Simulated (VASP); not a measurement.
Data:

```
CELL_PARAMETERS angstrom
      3.96518     0.00000     0.00000
     -1.98259     3.43395     0.00000
      0.00000     0.00000     6.86713
ATOMIC_POSITIONS crystal
  Hg 0.00000 0.00000 0.00000
  Hg 0.00000 0.00000 0.50000
  Se 0.33333 0.66667 0.25000
  Se 0.66667 0.33333 0.75000
```

Level of theory: PBEsol GGA, VASP's PBE PAW potentials (set 64) (plane waves; VASP). Run with 400 eV cut-off, Gaussian smearing of 0.050 eV, potentials Hg Se.

### Question
Give the energies of bands 8 to 21 at the high-symmetry points, in eV from the Fermi level.

### Answer

| band | Γ | M | K | A | L | H |
|---|---|---|---|---|---|---|
| 8 | -6.51 | -6.29 | -6.24 | -6.76 | -6.68 | -6.57 |
| 9 | -6.48 | -6.18 | -6.24 | -6.35 | -6.28 | -6.33 |
| 10 | -6.48 | -6.10 | -6.12 | -6.35 | -6.28 | -6.33 |
| 11 | -6.17 | -5.89 | -6.12 | -6.35 | -6.14 | -5.90 |
| 12 | -6.17 | -5.81 | -5.91 | -6.35 | -6.14 | -5.90 |
| 13 | -5.07 | -4.77 | -5.45 | -4.55 | -5.11 | -5.04 |
| 14 | -1.64 | -4.14 | -3.41 | -4.55 | -5.11 | -5.04 |
| 15 | -1.40 | -3.49 | -2.22 | -0.32 | -1.46 | -3.43 |
| 16 | -0.96 | -2.59 | -2.22 | -0.32 | -1.46 | -3.43 |
| 17 | -0.96 | -2.32 | -2.02 | -0.32 | -1.21 | -0.22 |
| 18 | 0.27 | 0.18 | -2.02 | -0.32 | -1.21 | -0.22 |
| 19 | 0.27 | 1.25 | -1.71 | 1.80 | 0.30 | 1.58 |
| 20 | 2.77 | 2.50 | 3.94 | 1.80 | 0.30 | 1.58 |
| 21 | 5.19 | 2.92 | 6.25 | 5.73 | 5.45 | 3.48 |

It has no gap at this level: it comes out as a metal or semimetal.

The structure was generated: HgSe was put into the NiAs type type (P6_3/mmc), which need not be its known phase. It was relaxed first, which changed the volume by +20 %.
